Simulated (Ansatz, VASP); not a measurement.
**H15C8S2N3O4F2: VASP beside Ansatz**

One calculation is typed for both programs; each brings its own data sets. How far apart do they land? The cell is taken from a series of runs on this material, whose earlier steps may have relaxed, scaled, displaced or heated it; both programs get it as it stands.

Method: plane waves, with VASP 6.6.1 beside it; single point at PBE with D3(BJ), in Ansatz 0.2.0.

## (1) Starting point

The cell holds 170 atoms: 40 C, 15 N, 75 H, 10 S, 20 O and 10 F. Its edges and angles: a = 12.514 Å, b = 12.514 Å, c = 12.514 Å, α = 90.0°, β = 90.0°, γ = 90.0°.

## (2) VASP: single point, PBE with D3(BJ)

With cell and atoms fixed, the geometry can't cause a difference; cores, projectors, grids and the points listed under the comparison can.

Lines of VASP's logs that name or quote its potential files are left out, and so is its time.

File INCAR:

```
SYSTEM = H15C8S2N3O4F2
PREC = Accurate
ENCUT = 600
EDIFF = 1E-06
NELM = 120
ISMEAR = 0
SIGMA = 0.01
LREAL = Auto
ALGO = Normal
GGA = PE
IVDW = 12
NBANDS = 399
LORBIT = 11
LWAVE = .FALSE.
LCHARG = .FALSE.
ISIF = 2
LASPH = .TRUE.
GGA_COMPAT = .FALSE.
EFERMI = MIDGAP
```

File POSCAR:

```
H15C8S2N3O4F2
1.0
   12.5138900000      0.0000000000      0.0000000000
    0.0000000000     12.5138900000      0.0000000000
    0.0000000000      0.0000000000     12.5138900000
C N H S O F
40 15 75 10 20 10
Direct
    0.2644600000      0.0776900000      0.2200400000
    0.2134500000      0.1542900000      0.3002700000
    0.1603400000      0.2518300000      0.2487200000
    0.0695000000      0.2194900000      0.1741500000
    0.0699500000      0.3782900000      0.0480000000
    0.9962800000      0.4543500000      0.0190900000
    0.8042100000      0.4937500000      0.0691700000
    0.9201900000      0.3463200000      0.1365900000
    0.4060400000      0.8181900000      0.9806300000
    0.4815800000      0.8217600000      0.0764000000
    0.5718700000      0.7400000000      0.0690200000
    0.6484300000      0.7437600000      0.1635300000
    0.5816100000      0.7735300000      0.3533400000
    0.5418200000      0.7094500000      0.4326800000
    0.5049800000      0.5122500000      0.4512000000
    0.5721000000      0.6086300000      0.2900900000
    0.2557500000      0.7657900000      0.2795500000
    0.1409100000      0.8050800000      0.2670000000
    0.0609000000      0.7145900000      0.2839100000
    0.9442800000      0.7463400000      0.2709100000
    0.8441600000      0.9130100000      0.3274900000
    0.8223700000      0.9625200000      0.4224700000
    0.8720800000      0.9299200000      0.6154300000
    0.9248200000      0.8222400000      0.4562600000
    0.5459300000      0.2257900000      0.2777100000
    0.5952200000      0.1231700000      0.2332700000
    0.6271300000      0.1287500000      0.1151300000
    0.5301400000      0.1417500000      0.0425200000
    0.5860900000      0.0407600000      0.8758900000
    0.5965200000      0.0660400000      0.7698000000
[... 134 atom lines left out ...]
    0.5492800000      0.6737300000      0.7032100000
    0.8572900000      0.5003400000      0.7311600000
    0.9801300000      0.2180900000      0.4384900000
    0.8996500000      0.5649200000      0.4908200000
    0.3479000000      0.5504300000      0.0607300000
    0.3216000000      0.5891100000      0.8177300000
```

File KPOINTS:

```
Automatic mesh
0
Gamma
1 1 1
0 0 0
```

The projector-augmented-wave data sets are C, N, H, S, O and F (PBE family, release 64).

Command:

```sh
> export OMP_NUM_THREADS=3
> mpirun -np 1 vasp_gam
```

Numbers of over 12 decimals in the logs are rounded to 6 here.

Output:

```text
[banner, memory and clock lines left out]
running    1 mpi-ranks, on    1 nodes
[...]
Offloading initialized ...    1 GPUs detected
[...]
LDA part: xc-table for (Slater+PW92), standard interpolation
 POSCAR, INCAR and KPOINTS ok, starting setup
[...]
entering main loop
       N       E                     dE             d eps       ncg     rms          rms(c)
DAV:   1     0.501129743383E+04    0.50113E+04   -0.32706E+05   806   0.147E+03
DAV:   2    -0.524942672591E+03   -0.55362E+04   -0.52723E+04   997   0.337E+02
DAV:   3    -0.106441390907E+04   -0.53947E+03   -0.53480E+03   980   0.110E+02
DAV:   4    -0.107716641935E+04   -0.12753E+02   -0.12672E+02  1004   0.185E+01
[...]
DAV:  17    -0.978086813041E+03    0.20131E-04   -0.24009E-05   964   0.163E-02    0.110E-02
DAV:  18    -0.978086807834E+03    0.52071E-05   -0.12469E-05   940   0.120E-02    0.411E-03
DAV:  19    -0.978086807512E+03    0.32187E-06   -0.91008E-06   964   0.604E-03
   1 F= -.98826870E+03 E0= -.98826870E+03  d E =0.000000E+00
```

OUTCAR, selected parts (step 2):

```text
  FREE ENERGIE OF THE ION-ELECTRON SYSTEM (eV)
  ---------------------------------------------------
  free  energy   TOTEN  =      -988.2686976431 eV

  energy  without entropy=     -988.2686976431  energy(sigma->0) =     -988.26869764
```

The run ends at a pressure of -0.76 GPa, with forces up to 1.3 eV/Å.

## (3) Ansatz: single point, PBE with D3(BJ)

Ansatz runs on its default PAW (the set named soft_2) files.

The same cell, functional and mesh now go to Ansatz, which takes its cutoff from its data sets.

File input.yaml:

```yaml
crystal:
  lattice:
    - [12.51389, 0.0, 0.0]
    - [0.0, 12.51389, 0.0]
    - [0.0, 0.0, 12.51389]
  atoms:
    - { symbol: C, position: [0.26446, 0.07769, 0.22004] }
    - { symbol: C, position: [0.21345, 0.15429, 0.30027] }
    - { symbol: C, position: [0.16034, 0.25183, 0.24872] }
    - { symbol: C, position: [0.0695, 0.21949, 0.17415] }
    - { symbol: "N", position: [0.02045, 0.31196, 0.12079] }
    - { symbol: C, position: [0.06995, 0.37829, 0.048] }
    - { symbol: C, position: [0.99628, 0.45435, 0.01909] }
    - { symbol: "N", position: [0.90399, 0.43309, 0.07537] }
    - { symbol: C, position: [0.80421, 0.49375, 0.06917] }
    - { symbol: C, position: [0.92019, 0.34632, 0.13659] }
    - { symbol: H, position: [0.20481, 0.0369, 0.17029] }
    - { symbol: H, position: [0.31055, 0.01578, 0.2613] }
    - { symbol: H, position: [0.3187, 0.12084, 0.16616] }
    - { symbol: H, position: [0.15527, 0.11108, 0.35019] }
    - { symbol: H, position: [0.27561, 0.18298, 0.35544] }
    - { symbol: H, position: [0.22038, 0.29695, 0.20304] }
    - { symbol: H, position: [0.12832, 0.30551, 0.31041] }
    - { symbol: H, position: [0.00545, 0.17856, 0.2177] }
    - { symbol: H, position: [0.09699, 0.16558, 0.11086] }
    - { symbol: H, position: [0.15234, 0.36749, 0.0235] }
    - { symbol: H, position: [0.00196, 0.52201, 0.96548] }
    - { symbol: H, position: [0.82277, 0.57323, 0.03782] }
    - { symbol: H, position: [0.74807, 0.4542, 0.01493] }
    - { symbol: H, position: [0.77072, 0.4997, 0.14975] }
    - { symbol: H, position: [0.86323, 0.31081, 0.19152] }
    - { symbol: C, position: [0.40604, 0.81819, 0.98063] }
    - { symbol: C, position: [0.48158, 0.82176, 0.0764] }
    - { symbol: C, position: [0.57187, 0.74, 0.06902] }
    - { symbol: C, position: [0.64843, 0.74376, 0.16353] }
    - { symbol: "N", position: [0.60057, 0.70927, 0.26568] }
    - { symbol: C, position: [0.58161, 0.77353, 0.35334] }
    - { symbol: C, position: [0.54182, 0.70945, 0.43268] }
    - { symbol: "N", position: [0.53667, 0.60743, 0.39138] }
    - { symbol: C, position: [0.50498, 0.51225, 0.4512] }
    - { symbol: C, position: [0.5721, 0.60863, 0.29009] }
    - { symbol: H, position: [0.34326, 0.87909, 0.98709] }
    - { symbol: H, position: [0.36651, 0.74015, 0.97478] }
    - { symbol: H, position: [0.44896, 0.83109, 0.90512] }
    - { symbol: H, position: [0.43564, 0.80885, 0.15022] }
    - { symbol: H, position: [0.51723, 0.90208, 0.08436] }
    - { symbol: H, position: [0.53941, 0.6588, 0.06032] }
    - { symbol: H, position: [0.62003, 0.75453, 0.99695] }
    - { symbol: H, position: [0.71869, 0.69337, 0.14942] }
    - { symbol: H, position: [0.67715, 0.82536, 0.17661] }
    - { symbol: H, position: [0.59781, 0.85843, 0.35292] }
    - { symbol: H, position: [0.51708, 0.72839, 0.51333] }
    - { symbol: H, position: [0.49607, 0.44553, 0.39535] }
    - { symbol: H, position: [0.56638, 0.49366, 0.51081] }
    - { symbol: H, position: [0.42921, 0.5281, 0.49208] }
    - { symbol: H, position: [0.57544, 0.54051, 0.23658] }
    - { symbol: C, position: [0.25575, 0.76579, 0.27955] }
    - { symbol: C, position: [0.14091, 0.80508, 0.267] }
    - { symbol: C, position: [0.0609, 0.71459, 0.28391] }
    - { symbol: C, position: [0.94428, 0.74634, 0.27091] }
    - { symbol: "N", position: [0.90762, 0.82553, 0.35036] }
    - { symbol: C, position: [0.84416, 0.91301, 0.32749] }
    - { symbol: C, position: [0.82237, 0.96252, 0.42247] }
    - { symbol: "N", position: [0.874, 0.90514, 0.50122] }
    - { symbol: C, position: [0.87208, 0.92992, 0.61543] }
    - { symbol: C, position: [0.92482, 0.82224, 0.45626] }
    - { symbol: H, position: [0.26812, 0.73054, 0.35901] }
    - { symbol: H, position: [0.27511, 0.70517, 0.21893] }
    - { symbol: H, position: [0.31283, 0.8318, 0.27138] }
    - { symbol: H, position: [0.12572, 0.86982, 0.32463] }
    - { symbol: H, position: [0.12939, 0.83965, 0.18684] }
    - { symbol: H, position: [0.07342, 0.67816, 0.36294] }
    - { symbol: H, position: [0.07543, 0.65037, 0.22563] }
    - { symbol: H, position: [0.93033, 0.78232, 0.19231] }
    - { symbol: H, position: [0.89203, 0.67612, 0.27797] }
    - { symbol: H, position: [0.82231, 0.93257, 0.24601] }
    - { symbol: H, position: [0.77713, 0.03381, 0.44099] }
    - { symbol: H, position: [0.8768, 0.01668, 0.62472] }
    - { symbol: H, position: [0.798, 0.8994, 0.65051] }
    - { symbol: H, position: [0.93987, 0.8912, 0.6546] }
    - { symbol: H, position: [0.97413, 0.76511, 0.49848] }
    - { symbol: C, position: [0.54593, 0.22579, 0.27771] }
    - { symbol: C, position: [0.59522, 0.12317, 0.23327] }
    - { symbol: C, position: [0.62713, 0.12875, 0.11513] }
    - { symbol: C, position: [0.53014, 0.14175, 0.04252] }
    - { symbol: "N", position: [0.55629, 0.13314, 0.92835] }
    - { symbol: C, position: [0.58609, 0.04076, 0.87589] }
    - { symbol: C, position: [0.59652, 0.06604, 0.7698] }
    - { symbol: "N", position: [0.57346, 0.17331, 0.75987] }
    - { symbol: C, position: [0.57291, 0.2342, 0.66016] }
    - { symbol: C, position: [0.54962, 0.21291, 0.85658] }
    - { symbol: H, position: [0.52832, 0.21643, 0.36322] }
    - { symbol: H, position: [0.47089, 0.24691, 0.23734] }
    - { symbol: H, position: [0.60152, 0.2932, 0.26882] }
    - { symbol: H, position: [0.66731, 0.10432, 0.27973] }
    - { symbol: H, position: [0.5392, 0.05619, 0.24498] }
    - { symbol: H, position: [0.68313, 0.19524, 0.1015] }
    - { symbol: H, position: [0.66983, 0.05518, 0.09301] }
    - { symbol: H, position: [0.47053, 0.07962, 0.05969] }
    - { symbol: H, position: [0.49088, 0.21911, 0.0539] }
    - { symbol: H, position: [0.59715, 0.96521, 0.91641] }
    - { symbol: H, position: [0.61448, 0.0161, 0.70145] }
    - { symbol: H, position: [0.54487, 0.31515, 0.67694] }
    - { symbol: H, position: [0.51835, 0.1945, 0.60443] }
    - { symbol: H, position: [0.65395, 0.23709, 0.62733] }
    - { symbol: H, position: [0.52834, 0.29543, 0.87332] }
    - { symbol: C, position: [0.25353, 0.10441, 0.93048] }
    - { symbol: C, position: [0.21062, 0.12922, 0.81928] }
    - { symbol: C, position: [0.09376, 0.16392, 0.82135] }
    - { symbol: C, position: [0.04478, 0.1775, 0.71049] }
    - { symbol: "N", position: [0.10003, 0.26058, 0.64832] }
    - { symbol: C, position: [0.18736, 0.24424, 0.58364] }
    - { symbol: C, position: [0.21785, 0.34298, 0.54634] }
    - { symbol: "N", position: [0.14881, 0.41699, 0.58943] }
    - { symbol: C, position: [0.15396, 0.53257, 0.57341] }
    - { symbol: C, position: [0.07789, 0.36562, 0.65141] }
    - { symbol: H, position: [0.20381, 0.04407, 0.9705] }
    - { symbol: H, position: [0.25605, 0.17621, 0.98094] }
    - { symbol: H, position: [0.33497, 0.07221, 0.92557] }
    - { symbol: H, position: [0.21888, 0.05828, 0.7683] }
    - { symbol: H, position: [0.26004, 0.19201, 0.7825] }
    - { symbol: H, position: [0.08443, 0.23874, 0.86676] }
    - { symbol: H, position: [0.04567, 0.10329, 0.86293] }
    - { symbol: H, position: [0.05183, 0.10363, 0.66382] }
    - { symbol: H, position: [0.96019, 0.20008, 0.71442] }
    - { symbol: H, position: [0.21984, 0.16502, 0.5699] }
    - { symbol: H, position: [0.28252, 0.36602, 0.49387] }
    - { symbol: H, position: [0.14626, 0.55036, 0.48812] }
    - { symbol: H, position: [0.23006, 0.56296, 0.60403] }
    - { symbol: H, position: [0.08845, 0.57045, 0.61696] }
    - { symbol: H, position: [0.01273, 0.40264, 0.69483] }
    - { symbol: "N", position: [0.33768, 0.86366, 0.54943] }
    - { symbol: S, position: [0.41349, 0.96538, 0.55108] }
    - { symbol: O, position: [0.52335, 0.93002, 0.55376] }
    - { symbol: O, position: [0.38115, 0.05392, 0.61797] }
    - { symbol: F, position: [0.40058, 0.01233, 0.43022] }
    - { symbol: S, position: [0.21306, 0.87287, 0.57411] }
    - { symbol: O, position: [0.16072, 0.97092, 0.54192] }
    - { symbol: O, position: [0.16346, 0.77217, 0.54752] }
    - { symbol: F, position: [0.20988, 0.87616, 0.70306] }
    - { symbol: "N", position: [0.99942, 0.91494, 0.97757] }
    - { symbol: S, position: [0.8889, 0.97374, 0.00032] }
    - { symbol: O, position: [0.9112, 0.08033, 0.03708] }
    - { symbol: O, position: [0.81032, 0.9099, 0.05648] }
    - { symbol: F, position: [0.83849, 0.98947, 0.88255] }
    - { symbol: S, position: [0.00232, 0.79475, 0.93075] }
    - { symbol: O, position: [0.96635, 0.7153, 0.00671] }
    - { symbol: O, position: [0.9688, 0.78611, 0.82107] }
    - { symbol: F, position: [0.12884, 0.78432, 0.92977] }
    - { symbol: "N", position: [0.70638, 0.60461, 0.80839] }
    - { symbol: S, position: [0.67001, 0.70481, 0.73754] }
    - { symbol: O, position: [0.72613, 0.71648, 0.63727] }
    - { symbol: O, position: [0.6577, 0.7958, 0.8069] }
    - { symbol: F, position: [0.54928, 0.67373, 0.70321] }
    - { symbol: S, position: [0.72921, 0.49108, 0.75375] }
    - { symbol: O, position: [0.7222, 0.40918, 0.83463] }
    - { symbol: O, position: [0.68265, 0.47316, 0.65009] }
    - { symbol: F, position: [0.85729, 0.50034, 0.73116] }
    - { symbol: "N", position: [0.86985, 0.37695, 0.49343] }
    - { symbol: S, position: [0.8572, 0.25755, 0.45461] }
    - { symbol: O, position: [0.81066, 0.24198, 0.34983] }
    - { symbol: O, position: [0.81993, 0.19365, 0.54312] }
    - { symbol: F, position: [0.98013, 0.21809, 0.43849] }
    - { symbol: S, position: [0.88673, 0.46951, 0.40658] }
    - { symbol: O, position: [0.98783, 0.46463, 0.35085] }
    - { symbol: O, position: [0.79207, 0.49632, 0.34595] }
    - { symbol: F, position: [0.89965, 0.56492, 0.49082] }
    - { symbol: "N", position: [0.43283, 0.44979, 0.90642] }
    - { symbol: S, position: [0.41143, 0.44176, 0.03139] }
    - { symbol: O, position: [0.51294, 0.45075, 0.08551] }
    - { symbol: O, position: [0.33945, 0.35733, 0.0637] }
    - { symbol: F, position: [0.3479, 0.55043, 0.06073] }
    - { symbol: S, position: [0.34021, 0.46213, 0.81937] }
    - { symbol: O, position: [0.38499, 0.43765, 0.71602] }
    - { symbol: O, position: [0.23694, 0.41868, 0.84784] }
    - { symbol: F, position: [0.3216, 0.58911, 0.81773] }
kpoints:
  mp_grid: { grid: [1, 1, 1] }
hamiltonian:
  xc: pbe
  dispersion: d3bj
scf:
  occupations: { method: fixed }
output:
  forces: true
  stress: true
  populations: intrinsic
  dos:
    method: { smearing: { sigma: 0.15 } }
    de: 0.1
    projected: { site_lists: { C: [C], F: [F], H: [H], "N": ["N"], O: [O] } }
  eigenvalues: true
```

Command:

```sh
> ansatz run input.yaml --threads 4 --pin off --max-ram 8192MiB --backend cpu --events-out ev --progress --plain --runs-dir out
```

Output:

```text
Engine: ansatz 0.2.0, aarch64-unknown-linux-gnu
Pseudopotentials: kind: paw
Pseudopotential: C, paw, valence charge 4, recommended cutoff 420 eV (normal), C.paw.azcp
Pseudopotential: N, paw, valence charge 5, recommended cutoff 420 eV (normal), N.paw.azcp
Pseudopotential: H, paw, valence charge 1, recommended cutoff 420 eV (normal), H.paw.azcp
Pseudopotential: S, paw, valence charge 6, recommended cutoff 420 eV (normal), S.paw.azcp
Pseudopotential: O, paw, valence charge 6, recommended cutoff 420 eV (normal), O.paw.azcp
Pseudopotential: F, paw, valence charge 7, recommended cutoff 420 eV (normal), F.paw.azcp
Functional definition: PBE
  parameter kappa = 0.804
  parameter beta = 0.066725
  exchange = pbe_x(kappa = kappa, mu = beta*pi^2/3)
  correlation = pbe_c(beta = beta)
Crystal: 170 atoms, lattice volume = 1959.643 Å³
Basis set: ecut = 420 eV, 38401 PW (Γ), exchange–correlation on 180×180×180 points (8 copies of the dense FFT grid, shifted against one another)
Bands: 450, of which v1, the nominal top of the filled ones, is band 280 counted from 1 (279 counted from 0)
Symmetry: 1 space group operations
Space group: P1 (ITA 1), of the structure as read, at distance tolerance 1.3e-4 Å
k-points: 1
Non-local potential: C, projectors of the file, l = 0: 2, l = 1: 2, l = 2: 1
Non-local potential: N, projectors of the file, l = 0: 2, l = 1: 2, l = 2: 1
Non-local potential: H, projectors of the file, l = 0: 2, l = 1: 1
Non-local potential: S, projectors of the file, l = 0: 2, l = 1: 2, l = 2: 2
Non-local potential: O, projectors of the file, l = 0: 2, l = 1: 2, l = 2: 1
Non-local potential: F, projectors of the file, l = 0: 2, l = 1: 2, l = 2: 1
PAW form: soft (Blöchl's): semilocal exchange-correlation on the pseudo side does not see the compensation charge
PAW one-centre angular grid: C, 110 points (default); XC on 64 Gauss nodes
PAW one-centre angular grid: N, 110 points (default); XC on 64 Gauss nodes
PAW one-centre angular grid: H, 110 points (default); XC on 64 Gauss nodes
PAW one-centre angular grid: S, 110 points (default); XC on 64 Gauss nodes
PAW one-centre angular grid: O, 110 points (default); XC on 64 Gauss nodes
PAW one-centre angular grid: F, 110 points (default); XC on 64 Gauss nodes
Initial density: superposition of atomic densities (neutral atoms: chi_scale 0, normalization atom), corrected by the library's trained network
Initial wavefunctions: pseudopotential atomic-orbital guess
Functional: x = pbe(κ = 0.804, μ = 0.219515), c = pbe(β = 0.066725)
SCF iter   1: F=—  HF=-45444.797774 eV  |F-HF|=—  |Δ(HF+E_count)|=         —  Δρ=5.61e-3  dr2=1.12e0  ethr=1.77e-3  ⟨swp⟩=4.0  Hψ=1715  notcnv=0  defer=165
preconditioner: auto → Resta (q_TF=auto, 2.214 Å⁻¹)  ε∞=2.5  [insulator: Δε(μ)=4.292 eV  Ē_g=15.867 eV  n_scr=364 (ndim 8)  ℏωp=19.5 eV  f_vac=0.251  ε∞_Penn≈2.5]
SCF iter   2: F=—  HF=-45444.462430 eV  |F-HF|=—  |Δ(HF+E_count)|=   3.35e-1  Δρ=2.74e-3  dr2=2.46e-1  ethr=2.00e-4  ⟨swp⟩=2.0  Hψ=724  notcnv=0  defer=168
SCF iter   3: F=—  HF=-45444.426997 eV  |F-HF|=—  |Δ(HF+E_count)|=   3.54e-2  Δρ=1.56e-3  dr2=7.12e-2  ethr=4.39e-5  ⟨swp⟩=2.0  Hψ=566  notcnv=0  defer=168
SCF iter   4: F=—  HF=-45444.409254 eV  |F-HF|=—  |Δ(HF+E_count)|=   1.77e-2  Δρ=6.80e-4  dr2=1.09e-2  ethr=1.27e-5  ⟨swp⟩=2.0  Hψ=799  notcnv=0  defer=168
SCF iter   5: F=—  HF=-45444.407188 eV  |F-HF|=—  |Δ(HF+E_count)|=   2.07e-3  Δρ=3.44e-4  dr2=2.15e-3  ethr=1.95e-6  ⟨swp⟩=2.0  Hψ=565  notcnv=0  defer=168
SCF iter   6: F=—  HF=-45444.407019 eV  |F-HF|=—  |Δ(HF+E_count)|=   1.69e-4  Δρ=1.22e-4  dr2=2.92e-4  ethr=3.84e-7  ⟨swp⟩=2.0  Hψ=554  notcnv=0  defer=165
SCF iter   7: F=—  HF=-45444.407030 eV  |F-HF|=—  |Δ(HF+E_count)|=   1.05e-5  Δρ=3.92e-5  dr2=2.67e-5  ethr=5.21e-8  ⟨swp⟩=2.0  Hψ=550  notcnv=0  defer=165
SCF iter   8: F=—  HF=-45444.410563 eV  |F-HF|=—  |Δ(HF+E_count)|=   3.53e-3  Δρ=2.01e-5  dr2=6.30e-6  ethr=4.77e-9  ⟨swp⟩=2.0  Hψ=564  notcnv=0  defer=165
SCF iter   9: F=—  HF=-45444.410563 eV  |F-HF|=—  |Δ(HF+E_count)|=   5.85e-7  Δρ=6.01e-6  dr2=6.75e-7  ethr=1.13e-9  ⟨swp⟩=2.0  Hψ=564  notcnv=0  defer=165
SCF iter  10: F=—  HF=-45444.410564 eV  |F-HF|=—  |Δ(HF+E_count)|=   1.89e-7  Δρ=2.30e-6  dr2=1.14e-7  ethr=1.21e-10  ⟨swp⟩=2.0  Hψ=562  notcnv=0  defer=165
SCF iter  11: F=-45444.410564 eV  HF=-45444.410564 eV  |F-HF|=5.47e-9  |Δ(HF+E_count)|=   3.41e-9  Δρ=8.97e-7  dr2=1.58e-8  ethr=1.79e-11  ⟨swp⟩=17.0  Hψ=3024  notcnv=0
SCF 1 converged in 11 iterations: F = -45444.410564 eV  dr2 = 1.58e-8
  greatest PAW one-centre occupation: 0.936 electrons in one spin orbital (limit 2), on the F atom at site 142 (counted from 0), in its partial waves of l = 0
SCF converged after 11 iterations
Free energy (F): -45444.410564 eV
Harris-Foulkes:  -45444.410564 eV  (|F-HF|=5.47e-9)
Internal energy: -45444.410564 eV  (E = F + TS)
E sigma→0 (E₀):  -45444.410564 eV
Fermi energy:    -0.373471 eV
[...]
atom 167  S      0.07573456    -0.23752700     0.14537026
  atom 168  O     -0.01174227     0.02954567     0.02346959
  atom 169  O      0.00021718     0.05691616    -0.01545891
  atom 170  F     -0.02808905     0.09685218    -0.01831225
  max |Σ_I F_I| component: 9.36e-5 eV/Å
--- Stress (GPa, compression-positive) ---
       -0.290306       0.067775       0.003185
        0.067775      -0.426449       0.023707
        0.003185       0.023707      -0.379114
  P = ⅓ Tr σ = -0.3653 GPa (-3.653 kbar)
--- Band table (eV) ---
  k-point 0: bands = [... 276 lower, -0.7787, -0.7422, -0.4663, -0.3735, 3.8079, 3.9629, 4.0584, 4.1207, ... 166 higher]
--- intrinsic populations: 170 sites ---
  site symbol       q [e]
     0      C      4.5068
     1      C      4.3110
     2      C      4.3330
     3      C      4.2223
     4      N      4.9870
     5      C      4.1278
     6      C      4.1231
     7      N      4.9923
     8      C      4.4354
     9      C      3.9846
    10      H      0.8338
    11      H      0.8232
    12      H      0.8441
    13      H      0.8281
    14      H      0.8349
    15      H      0.8252
    16      H      0.8199
    17      H      0.8008
    18      H      0.8047
    19      H      0.7734
    20      H      0.7658
    21      H      0.7819
    22      H      0.7744
    23      H      0.8051
[...]
162      S      3.6640
   163      O      6.8827
   164      O      6.8731
   165      F      7.4910
   166      S      3.6564
   167      O      6.8822
   168      O      6.8835
   169      F      7.4840
  spilling = -0.000000 (of n_electrons = 560.000000)
```

[end of part 1 of 2]

[Lines on the potential files, build, host, timing and source positions are cut from VASP's logs without a mark.]

[Logs are printed without paths, hosts, clocks, repeated set-up lines and the standing remarks that a program may print on its own settings, such as how far it seeks lower states.]

[Hosts, paths, dates, database ids (printed as entryN), source tags and the programs' standing remarks are cut or masked in the printed files.]
